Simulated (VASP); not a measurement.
OSZICAR of a VASP run on Tl (space group P6_3/mmc):

OSZICAR:
```
       N       E                     dE             d eps       ncg     rms          rms(c)
DAV:   1     0.861324987020E+02    0.86132E+02   -0.10893E+04   880   0.929E+02
DAV:   2    -0.316124620022E+01   -0.89294E+02   -0.88380E+02   883   0.219E+02
DAV:   3    -0.445539973684E+01   -0.12942E+01   -0.12811E+01   992   0.243E+01
DAV:   4    -0.446249474086E+01   -0.70950E-02   -0.70946E-02   880   0.187E+00
DAV:   5    -0.446258775766E+01   -0.93017E-04   -0.93017E-04   987   0.211E-01    0.239E+00
DAV:   6    -0.443056127961E+01    0.32026E-01   -0.63673E-02   836   0.203E+00    0.171E+00
DAV:   7    -0.442472502591E+01    0.58363E-02   -0.30091E-02   867   0.139E+00    0.579E-01
DAV:   8    -0.442429386419E+01    0.43116E-03   -0.21854E-03   851   0.381E-01    0.296E-02
DAV:   9    -0.442430187766E+01   -0.80135E-05   -0.14101E-05   999   0.332E-02    0.986E-03
DAV:  10    -0.442430802476E+01   -0.61471E-05   -0.58928E-06   668   0.211E-02    0.172E-03
DAV:  11    -0.442430819482E+01   -0.17006E-06   -0.32757E-07   469   0.540E-03
   1 F= -.44243082E+01 E0= -.43963845E+01  d E =-.558475E-01
```

### Question
Which electronic solver shows in the log?

### Answer
It is blocked Davidson (ALGO = Normal, or the opening steps of other solvers). The INCAR had ALGO = Normal.

### Question
Can the final energy be trusted as converged?

### Answer
The run converged. It stopped with EDIFF = 1E-6, NELM = 100 (PBE GGA, plane waves, VASP's PBE PAW potentials (set 64)).

The structure comes from a computed database's Tl entry; how it stands against other phases isn't given here. The cell was not relaxed at this level.
